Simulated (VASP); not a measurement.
Input:

```yaml
crystal:
  lattice:
    - [1.23155, -2.13311, 0.00000]
    - [1.23155, 2.13311, 0.00000]
    - [0.00000, 0.00000, 4.01574]
  atoms:
    - { symbol: Co, position: [0.33333, 0.66667, 0.25000], spin: 1.7 }
    - { symbol: Co, position: [0.66667, 0.33333, 0.75000], spin: 1.7 }
```

These are r2SCAN meta-GGA, VASP's PBE PAW potentials (set 64) (plane waves; VASP) values and carry that method's errors. Numerical set-up: 400 eV cut-off, 15×15×8 Γ-centred mesh, first-order Methfessel-Paxton smearing of 0.10 eV, potentials Co.

### Question
Predict the cell moment, energy per atom (σ→0), band gap (on the k-mesh) with the smallest direct gap where there is one.

### Answer

```yaml
band gap (on the k-mesh): none (metal, semimetal or under 0.01 eV)
cell_moment: 3.37 μB
energy per atom (σ→0): -13.206 eV/atom
```

### Question
Give the moment on each site (PAW-sphere projection).

### Answer

```
site  moment (μB)
----  -----------
Co1          1.75
Co2          1.75
```

The compound is Co in the hcp structure. It was relaxed first. The start is the result of an earlier pass.
